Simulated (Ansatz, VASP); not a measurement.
## ZnS (Wurtzite-2H) in two plane-wave programs

Aim: how closely do two programs agree when they are given the same cell, functional and k mesh? The cell is taken from a series of runs on this material, whose earlier steps may have relaxed, scaled, displaced or heated it; both programs get it as it stands.

Program: Ansatz 0.2.0. Level of theory: plane waves, with VASP 6.6.1 beside it; zone-centre phonons at LDA. Results are calculated unless marked as measured.

**1. Starting point**

The structure is hexagonal, space group P6_3mc (No. 186). Conventional cell: a = 3.768 Å, b = 3.768 Å, c = 5.959 Å, α = 90.00°, β = 90.00°, γ = 120.00°. S has 4 Zn at 2.27 to 2.29 Å nearest. Nearest to Zn lie 4 S at 2.27 to 2.29 Å. Farther neighbours and most contacts between anions are not listed.

Coordinates:

```
S Zn
1.0
     3.76795    0.00000    0.00000
    -1.88397    3.26314    0.00000
     0.00000    0.00000    5.95856
S Zn
2 2
Direct
  0.33333 0.66667 0.38333
  0.66667 0.33333 0.88333
  0.33333 0.66667 0.00167
  0.66667 0.33333 0.50167
```

**2. VASP: zone-centre phonons, LDA**

Second derivatives magnify differences that forces hide, and they need a tight electronic threshold.

Lines of VASP's logs that name or quote its potential files are left out, and so is its time.

INCAR reads:

```
SYSTEM = ZnS
PREC = Accurate
ENCUT = 500
EDIFF = 1E-08
NELM = 120
ISMEAR = 0
SIGMA = 0.01
LREAL = .FALSE.
ALGO = Normal
GGA = CA
NBANDS = 24
LORBIT = 11
LWAVE = .FALSE.
LCHARG = .FALSE.
ISIF = 2
IBRION = 8
LEPSILON = .TRUE.
LASPH = .TRUE.
GGA_COMPAT = .FALSE.
EFERMI = MIDGAP
KPAR = 2
```

POSCAR reads:

```
ZnS
1.0
    3.7679465919      0.0000000000      0.0000000000
   -1.8839732959      3.2631374687      0.0000000000
    0.0000000000      0.0000000000      5.9585596955
S Zn
2 2
Direct
    0.3333333249      0.6666666751      0.3833307414
    0.6666666751      0.3333333249      0.8833307414
    0.3333333420      0.6666666580      0.0016692586
    0.6666666580      0.3333333420      0.5016692586
```

KPOINTS reads:

```
Automatic mesh
0
Gamma
12 12 8
0 0 0
```

Potentials, in the order of the species: S and Zn (LDA family, release 64).

Run with:

```console
$ mpirun -np 2 vasp_std
```

Numbers of over 12 decimals in the logs are rounded to 6 here.

The log of the run:

```text
[banner, memory and clock lines left out]
running    2 mpi-ranks, on    1 nodes
 distrk:  each k-point on    1 cores,    2 groups
 distr:  one band on    1 cores,    1 groups

 POSCAR found type information on POSCAR S Zn
 POSCAR found :  2 types and       4 ions
 LDA part: xc-table for (Slater(with rela. corr.)+CA(PZ))
 , standard interpolation
 POSCAR, INCAR and KPOINTS ok, starting setup
 FFT: planning ... GRIDC
 FFT: planning ... GRID_SOFT
 FFT: planning ... GRID
 WAVECAR not read
 entering main loop
       N       E                     dE             d eps       ncg     rms          rms(c)
DAV:   1     0.232773574750E+03    0.23277E+03   -0.17090E+04  4560   0.180E+03
DAV:   2     0.370679421484E+01   -0.22907E+03   -0.22130E+03  4856   0.364E+02
DAV:   3    -0.168313959678E+02   -0.20538E+02   -0.20437E+02  5680   0.112E+02
DAV:   4    -0.172522564317E+02   -0.42086E+00   -0.42055E+00  5424   0.166E+01
DAV:   5    -0.172601725746E+02   -0.79161E-02   -0.79155E-02  5752   0.215E+00    0.112E+01
DAV:   6    -0.163991444901E+02    0.86103E+00   -0.19229E+00  6656   0.428E+01    0.839E+00
DAV:   7    -0.163954943566E+02    0.36501E-02   -0.17017E+00  4936   0.790E+00    0.336E+00
DAV:   8    -0.163728105798E+02    0.22684E-01   -0.65238E-02  6288   0.236E+00    0.103E+00
DAV:   9    -0.163713059120E+02    0.15047E-02   -0.18473E-02  6448   0.175E+00    0.290E-01
DAV:  10    -0.163713424041E+02   -0.36492E-04   -0.58693E-04  5568   0.330E-01    0.161E-01
DAV:  11    -0.163713638745E+02   -0.21470E-04   -0.80304E-05  5760   0.103E-01    0.697E-02
DAV:  12    -0.163713618485E+02    0.20260E-05   -0.13229E-05  5672   0.522E-02    0.767E-03
DAV:  13    -0.163713620424E+02   -0.19393E-06   -0.64960E-07  5600   0.598E-03    0.212E-03
DAV:  14    -0.163713620635E+02   -0.21117E-07   -0.34735E-08  5616   0.158E-03    0.114E-03
DAV:  15    -0.163713620608E+02    0.27376E-08   -0.11623E-08  3704   0.102E-03
   1 F= -.16371362E+02 E0= -.16371362E+02  d E =0.000000E+00
 Linear response reoptimize wavefunctions to high precision
DAV:   1    -0.163713620615E+02   -0.72123E-09   -0.70668E-09  4680   0.118E-03
DAV:   2    -0.163713620615E+02   -0.54570E-11   -0.28221E-10  2872   0.124E-04
 Linear response G [H, r] |phi>, progress :
  Direction:   1
       N       E                     dE             d eps       ncg     rms
RMM:   1    -0.802739649853E+02   -0.80274E+02    0.49815E+02  8756   0.960E+01
RMM:   2    -0.900234204933E+02   -0.97495E+01   -0.30862E+01  7427   0.364E+01
RMM:   3    -0.905822974523E+02   -0.55888E+00   -0.23428E+00  8136   0.973E+00
RMM:   4    -0.906031146829E+02   -0.20817E-01   -0.15637E-01  8288   0.204E+00
RMM:   5    -0.906016711285E+02    0.14436E-02   -0.26014E-02  8341   0.532E-01
RMM:   6    -0.906016776586E+02   -0.65301E-05   -0.12986E-02  8403   0.158E-01
RMM:   7    -0.906011415370E+02    0.53612E-03   -0.56642E-03  8496   0.538E-02
RMM:   8    -0.906009213639E+02    0.22017E-03   -0.30699E-03  8560   0.194E-02
RMM:   9    -0.906007786447E+02    0.14272E-03   -0.15819E-03  8496   0.790E-03
RMM:  10    -0.906006885785E+02    0.90066E-04   -0.67941E-04  6894   0.344E-03
RMM:  11    -0.906006541217E+02    0.34457E-04   -0.29953E-04  5936   0.187E-03
RMM:  12    -0.906006356377E+02    0.18484E-04   -0.15631E-04  5385   0.120E-03
RMM:  13    -0.906006283141E+02    0.73236E-05   -0.41612E-05  5134   0.973E-04
RMM:  14    -0.906006253011E+02    0.30130E-05   -0.50187E-05  4966   0.865E-04
RMM:  15    -0.906006243403E+02    0.96089E-06    0.43005E-06  4843   0.827E-04
RMM:  16    -0.906006236535E+02    0.68672E-06   -0.32026E-05  4676   0.793E-04
RMM:  17    -0.906006235756E+02    0.77957E-07    0.81881E-06  4605   0.791E-04
 Linear response G [H, r] |phi>, progress :
  Direction:   2
       N       E                     dE             d eps       ncg     rms
RMM:   1    -0.953561343781E+02   -0.95356E+02    0.30768E+02  8873   0.925E+01
RMM:   2    -0.101590560991E+03   -0.62344E+01   -0.25273E+01  7336   0.350E+01
RMM:   3    -0.102125161649E+03   -0.53460E+00   -0.19211E+00  8129   0.901E+00
RMM:   4    -0.102151023885E+03   -0.25862E-01   -0.15273E-01  8208   0.193E+00
RMM:   5    -0.102146052287E+03    0.49716E-02   -0.96252E-03  8312   0.539E-01
RMM:   6    -0.102149192147E+03   -0.31399E-02   -0.28173E-02  8358   0.169E-01
RMM:   7    -0.102147758537E+03    0.14336E-02   -0.12063E-02  8426   0.595E-02
RMM:   8    -0.102147291116E+03    0.46742E-03   -0.69489E-03  8501   0.225E-02
RMM:   9    -0.102147001852E+03    0.28926E-03   -0.39787E-03  8452   0.883E-03
RMM:  10    -0.102146771283E+03    0.23057E-03   -0.16443E-03  6852   0.371E-03
RMM:  11    -0.102146684854E+03    0.86429E-04   -0.74994E-04  6010   0.178E-03
RMM:  12    -0.102146638454E+03    0.46400E-04   -0.30473E-04  5477   0.113E-03
RMM:  13    -0.102146609715E+03    0.28739E-04   -0.32550E-05  5082   0.856E-04
RMM:  14    -0.102146607183E+03    0.25321E-05    0.36669E-06  4908   0.772E-04
[...]
change of polarisation eV/A/(eV/A) component  1 :     2.054    -0.103     0.000
 dielectric tensor                  component  1 :     6.073    -0.254     0.000
 Linear response to external field, progress :
  Direction:   2
       N       E                     dE             d eps       ncg     rms          rms(c)
RMM:   1    -0.108653893727E+01   -0.10865E+01   -0.40465E+00 20886   0.486E+00
[...]
RMM:   1    -0.107567336688E+00   -0.10757E+00    0.47770E-02 70179   0.203E+00
RMM:   2    -0.104114640453E+00    0.34527E-02   -0.69176E-03 42995   0.680E-01    0.180E-01
RMM:   3    -0.104530330962E+00   -0.41569E-03   -0.61257E-04 48604   0.163E-01    0.857E-02
RMM:   4    -0.104882569223E+00   -0.35224E-03   -0.94016E-05 47905   0.548E-02    0.213E-02
RMM:   5    -0.104931646292E+00   -0.49077E-04   -0.10043E-05 50517   0.146E-02    0.101E-02
RMM:   6    -0.104905100295E+00    0.26546E-04   -0.41240E-06 49940   0.505E-03    0.374E-03
RMM:   7    -0.104914045516E+00   -0.89452E-05   -0.21980E-06 48252   0.186E-03    0.938E-04
RMM:   8    -0.104912900096E+00    0.11454E-05    0.17542E-07 50769   0.611E-04    0.683E-05
RMM:   9    -0.104912069884E+00    0.83021E-06   -0.26122E-07 49695   0.207E-04    0.502E-05
RMM:  10    -0.104912090591E+00   -0.20707E-07   -0.10409E-07 51590   0.834E-05    0.114E-05
RMM:  11    -0.104912202293E+00   -0.11170E-06   -0.35865E-08 50331   0.430E-05    0.312E-06
RMM:  12    -0.104912183914E+00    0.18379E-07   -0.13455E-08 53351   0.250E-05    0.992E-07
RMM:  13    -0.104912178826E+00    0.50882E-08   -0.19320E-08 52609   0.174E-05    0.821E-07
 first order change of Fermi-energy  -0.16426E-04
 force on displaced ion       1 direction 1 :  -7.788   0.000   0.000
 Born effective charge ion    1 direction 1 :  -1.854   0.000  -0.000
 Linear response progress:
  Degree of freedom:   2/  4
       N       E                     dE             d eps       ncg     rms          rms(c)
RMM:   1    -0.126631367535E+00   -0.12663E+00    0.60226E-02 16267   0.204E+00
RMM:   2    -0.122107347734E+00    0.45240E-02   -0.69955E-03  9526   0.763E-01    0.206E-01
RMM:   3    -0.122418925418E+00   -0.31158E-03   -0.89882E-04 10978   0.192E-01    0.102E-01
RMM:   4    -0.122641458076E+00   -0.22253E-03   -0.65502E-05  9978   0.631E-02    0.329E-02
RMM:   5    -0.122678451570E+00   -0.36993E-04   -0.22652E-05 10814   0.247E-02    0.908E-03
RMM:   6    -0.122664071301E+00    0.14380E-04    0.14313E-06 11099   0.680E-03    0.484E-03
RMM:   7    -0.122665828878E+00   -0.17576E-05    0.46321E-07 11454   0.172E-03    0.237E-03
RMM:   8    -0.122668402964E+00   -0.25741E-05    0.82694E-07 10022   0.149E-03    0.227E-04
RMM:   9    -0.122668677230E+00   -0.27427E-06    0.20356E-07 11565   0.398E-04    0.116E-04
RMM:  10    -0.122668485986E+00    0.19124E-06    0.24591E-07 11294   0.154E-04    0.224E-05
RMM:  11    -0.122668588478E+00   -0.10249E-06    0.28265E-07 10212   0.803E-05    0.170E-05
RMM:  12    -0.122668528663E+00    0.59815E-07    0.27977E-07 11421   0.354E-05    0.238E-06
RMM:  13    -0.122668543785E+00   -0.15122E-07    0.25772E-07 11631   0.208E-05    0.204E-06
RMM:  14    -0.122668551172E+00   -0.73869E-08    0.13182E-07 10510   0.164E-05    0.838E-07
RMM:  15    -0.122668552416E+00   -0.12443E-08    0.23924E-07  8822   0.147E-05    0.139E-07
RMM:  16    -0.122668551361E+00    0.10550E-08    0.30412E-07  8252   0.144E-05    0.834E-08
 first order change of Fermi-energy   0.21358E+00
 force on displaced ion       1 direction 3 :   0.000  -0.000 -11.038
 Born effective charge ion    1 direction 3 :   0.000   0.000  -1.901
 Linear response progress:
  Degree of freedom:   3/  4
       N       E                     dE             d eps       ncg     rms          rms(c)
RMM:   1    -0.213334455862E+00   -0.21333E+00    0.23168E-03 41965   0.194E+00
RMM:   2    -0.210845679869E+00    0.24888E-02   -0.39835E-03 43208   0.466E-01    0.136E-01
RMM:   3    -0.210672175303E+00    0.17350E-03   -0.13434E-04 49997   0.747E-02    0.792E-02
RMM:   4    -0.210436345231E+00    0.23583E-03   -0.22352E-05 50008   0.267E-02    0.484E-03
RMM:   5    -0.210432363444E+00    0.39818E-05   -0.44613E-06 51445   0.543E-03    0.184E-03
RMM:   6    -0.210436114934E+00   -0.37515E-05   -0.97478E-07 51391   0.219E-03    0.308E-04
RMM:   7    -0.210436570920E+00   -0.45599E-06   -0.57157E-07 51659   0.697E-04    0.185E-04
RMM:   8    -0.210436912619E+00   -0.34170E-06   -0.15594E-07 51525   0.290E-04    0.340E-05
RMM:   9    -0.210436744747E+00    0.16787E-06   -0.74245E-08 51752   0.955E-05    0.194E-05
RMM:  10    -0.210436625068E+00    0.11968E-06   -0.29952E-08 50938   0.483E-05    0.262E-06
RMM:  11    -0.210436617884E+00    0.71847E-08   -0.18208E-09 61885   0.235E-05    0.104E-06
 first order change of Fermi-energy   0.40090E-05
 force on displaced ion       3 direction 1 :  -6.997   0.001  -0.000
 Born effective charge ion    3 direction 1 :   1.854  -0.000   0.000
 Linear response progress:
  Degree of freedom:   4/  4
       N       E                     dE             d eps       ncg     rms          rms(c)
RMM:   1    -0.219914871899E+00   -0.21991E+00    0.43436E-03  9442   0.197E+00
RMM:   2    -0.216697293587E+00    0.32176E-02   -0.42728E-03  9803   0.486E-01    0.160E-01
RMM:   3    -0.216429649779E+00    0.26764E-03   -0.21288E-04 11218   0.892E-02    0.852E-02
RMM:   4    -0.216149399207E+00    0.28025E-03   -0.36559E-05 11131   0.450E-02    0.195E-02
RMM:   5    -0.216105638384E+00    0.43761E-04   -0.57046E-06 11565   0.153E-02    0.622E-03
RMM:   6    -0.216112959524E+00   -0.73211E-05    0.33463E-06 10851   0.460E-03    0.332E-03
RMM:   7    -0.216118235582E+00   -0.52761E-05    0.17959E-06 10932   0.247E-03    0.833E-04
RMM:   8    -0.216119312890E+00   -0.10773E-05    0.41885E-07 11325   0.809E-04    0.224E-04
RMM:   9    -0.216118960298E+00    0.35259E-06   -0.14743E-07 11643   0.278E-04    0.559E-05
RMM:  10    -0.216118824727E+00    0.13557E-06   -0.18860E-07 11703   0.128E-04    0.239E-05
RMM:  11    -0.216118819626E+00    0.51019E-08   -0.24413E-07 11784   0.520E-05    0.772E-06
RMM:  12    -0.216118854442E+00   -0.34816E-07   -0.33481E-07 12043   0.298E-05    0.640E-06
RMM:  13    -0.216118858022E+00   -0.35804E-08   -0.26920E-07 11395   0.206E-05    0.101E-06
RMM:  14    -0.216118852338E+00    0.56845E-08   -0.23625E-07 10255   0.161E-05    0.117E-06
RMM:  15    -0.216118855320E+00   -0.29826E-08   -0.25388E-07 10274   0.147E-05    0.264E-07
RMM:  16    -0.216118854667E+00    0.65335E-09   -0.23982E-07  9347   0.140E-05    0.240E-07
RMM:  17    -0.216118855004E+00   -0.33713E-09   -0.25319E-07  9038   0.138E-05    0.523E-08
 first order change of Fermi-energy  -0.21367E+00
 force on displaced ion       3 direction 3 :   0.000  -0.000  -8.933
 Born effective charge ion    3 direction 3 :   0.000   0.000   1.901
 Born effective charges drift removed
 Linear response finished
```

(Continued in part 2 of 3.)

[Lines on the potential files, build, host, timing and source positions are cut from VASP's logs without a mark.]

[Logs are printed without paths, hosts, clocks, repeated set-up lines and the standing remarks that a program may print on its own settings, such as how far it seeks lower states.]

[Hosts, paths, dates, database ids (printed as entryN), source tags and the programs' standing remarks are cut or masked in the printed files.]
